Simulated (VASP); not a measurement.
A cell of NiSb (NiAs type) near equilibrium:

```
NiSb
1.0
    1.95748    -3.39045     0.00000
    1.95748     3.39045     0.00000
    0.00000     0.00000     5.07547
Ni Sb
2 2
Cartesian
  0.00000   0.00000   2.53774
  0.00000   0.00000   0.00000
  1.95748   1.13015   1.26887
  1.95748  -1.13015   3.80660
```

Level of theory: PBEsol GGA, VASP's PBE PAW potentials (set 64) (plane waves; VASP).

```tsv
run	ΔE (meV/atom)	σxx	σyy	σzz	largest shear component, with its sign (GPa)	largest force (eV/Å)
as it is	0.0	0.06	0.06	0.13	0.00	0.000
after one change	6.9	0.24	0.24	0.50	0.00	0.731
```
Stress is in GPa, positive when the cell is compressed.

### Question
Name the change that produced these shifts.
(A) atom 1 (Ni) moved by 0.075 Å along z
(B) isotropic strain of +3.0 %
(C) atom 3 (Sb) moved by -0.075 Å along x
(D) atom 3 (Sb) moved by -0.075 Å along y

### Answer
A, atom 1 (Ni) moved by 0.075 Å along z

The compound is NiSb in the NiAs type structure. The run is not spin-polarised, so no magnetic state was tried.
